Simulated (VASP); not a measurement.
Calculation: PBE GGA, VASP's PBE PAW potentials (set 64) (plane waves; VASP 6.6.1).

The input files of a VASP run:

### POSCAR
```
C31Si32
1.0
  8.7583314356   0.0000000000   0.0000000000
  0.0000000000   8.7583314356   0.0000000000
  0.0000000000   0.0000000000   8.7583314356
Si C
32 31
Cartesian
  4.3791657178   0.0000000000   0.0000000000
  6.5687485767   2.1895828589   0.0000000000
  6.5687485767   0.0000000000   2.1895828589
  0.0000000000   0.0000000000   0.0000000000
  2.1895828589   2.1895828589   0.0000000000
  4.3791657178   4.3791657178   0.0000000000
  6.5687485767   6.5687485767   0.0000000000
  2.1895828589   0.0000000000   2.1895828589
  4.3994938051   2.2389710899   2.2033159226
  6.5203675538   4.3429675340   2.2041829974
  4.3791657178   0.0000000000   4.3791657178
  6.6184345909   2.1494171509   4.4089703197
  6.5687485767   0.0000000000   6.5687485767
  0.0000000000   4.3791657178   0.0000000000
  2.1895828589   6.5687485767   0.0000000000
  0.0000000000   2.1895828589   2.1895828589
  2.1895828589   4.3791657178   2.1895828589
  4.3791657178   6.5687485767   2.1895828589
  0.0000000000   0.0000000000   4.3791657178
  2.1895828589   2.1895828589   4.3791657178
  4.4147770934   4.3300139618   4.3414611010
  6.5687485767   6.5687485767   4.3791657178
  2.1895828589   0.0000000000   6.5687485767
  4.3791657178   2.1895828589   6.5687485767
  6.5687485767   4.3791657178   6.5687485767
  0.0000000000   6.5687485767   2.1895828589
  0.0000000000   4.3791657178   4.3791657178
  2.1895828589   6.5687485767   4.3791657178
  0.0000000000   2.1895828589   6.5687485767
  2.1895828589   4.3791657178   6.5687485767
  4.3791657178   6.5687485767   6.5687485767
  0.0000000000   6.5687485767   6.5687485767
  5.4350351224   1.1059145104   1.0743407255
  7.7070163634   3.3187419809   1.1249200896
  7.7092234629   1.1224852734   3.2934654364
  1.0947914295   1.0947914295   1.0947914295
  3.3118141407   3.2892701956   1.0604675286
  5.4957128425   5.4253308911   1.0961139375
  7.6635400062   7.6635400062   1.0947914295
  3.3185668143   1.1053890105   3.2798900227
  7.6137926836   5.4309975316   3.2912320619
  5.4977009838   1.1447314353   5.4261804493
  7.6208343821   3.2624959764   5.4323463146
  7.6635400062   1.0947914295   7.6635400062
  1.0947914295   5.4739571473   1.0947914295
  3.2843742884   7.6635400062   1.0947914295
  1.0947914295   3.2843742884   3.2843742884
  3.2802929059   5.4783538296   3.2920641034
  5.4739571473   7.6635400062   3.2843742884
  1.0947914295   1.0947914295   5.4739571473
  3.2364224237   3.2453471635   5.4483828195
  5.4529546685   5.4779597047   5.4352015306
  7.6635400062   7.6635400062   5.4739571473
  3.2843742884   1.0947914295   7.6635400062
  5.4739571473   3.2843742884   7.6635400062
  7.6635400062   5.4739571473   7.6635400062
  1.0947914295   7.6635400062   3.2843742884
  1.0947914295   5.4739571473   5.4739571473
  3.2843742884   7.6635400062   5.4739571473
  1.0947914295   3.2843742884   7.6635400062
  3.2843742884   5.4739571473   7.6635400062
  5.4739571473   7.6635400062   7.6635400062
  1.0947914295   7.6635400062   7.6635400062
```

File KPOINTS:
```
Automatic mesh
0
Gamma
1 1 1
0 0 0
```

**INCAR**
```
GGA=PE
ISMEAR=0   ! Gaussian
LASPH=.TRUE.   ! aspherical one-centre terms
SIGMA=0.05   ! width (eV)
SYSTEM=C31Si32
NELM=100   ! most electronic steps
ISIF=2   ! forces and stress, cell fixed
EDIFFG=-0.03
ALGO=Fast
ENCUT=400   ! plane-wave cut-off (eV)
NELECT=250.0
PREC=Normal
NSW=60   ! most ionic steps
LWAVE=.FALSE.
EDIFF=1E-5
ISYM=0
LCHARG=.FALSE.
LREAL=Auto   ! projection in real space or not
NELMIN=4
IBRION=2   ! conjugate gradients
```

POTCAR, in this order: Si C (PBE.64 set). Program: vasp_gam.

At this cut-off the stress carries a Pulay error, which pulls relaxed volumes low. The cell is charged, with a uniform compensating background. The supercell is sampled at Γ alone, which is coarse: total energies, pressure and levels can be off, energies of defects by several tenths of an eV.

Question: Estimate the energy per atom (σ→0).

Answer: 
```json
{
  "energy per atom (σ→0)": "-7.689 eV/atom"
}
```

**OSZICAR**
```
...
RMM:   4    -0.484382954993E+03   -0.97134E-09   -0.18421E-08    46   0.140E-03
  13 F= -.48438295E+03 E0= -.48438295E+03  d E =-.895259E-03
       N       E                     dE             d eps       ncg     rms          rms(c)
DAV:   1    -0.484383253822E+03   -0.29883E-03   -0.44040E-02   324   0.562E-01    0.565E-02
RMM:   2    -0.484383266897E+03   -0.13075E-04   -0.80343E-04   314   0.715E-02    0.259E-02
RMM:   3    -0.484383259061E+03    0.78361E-05   -0.18486E-04   316   0.300E-02    0.122E-02
RMM:   4    -0.484383261836E+03   -0.27748E-05   -0.40653E-05   225   0.130E-02
  14 F= -.48438326E+03 E0= -.48438326E+03  d E =-.306843E-03
```

The cell is a supercell with a defect, built from SiC (zinc blende): vac_C, charge +2. The run is not spin-polarised, so no state with unpaired spins was tried.
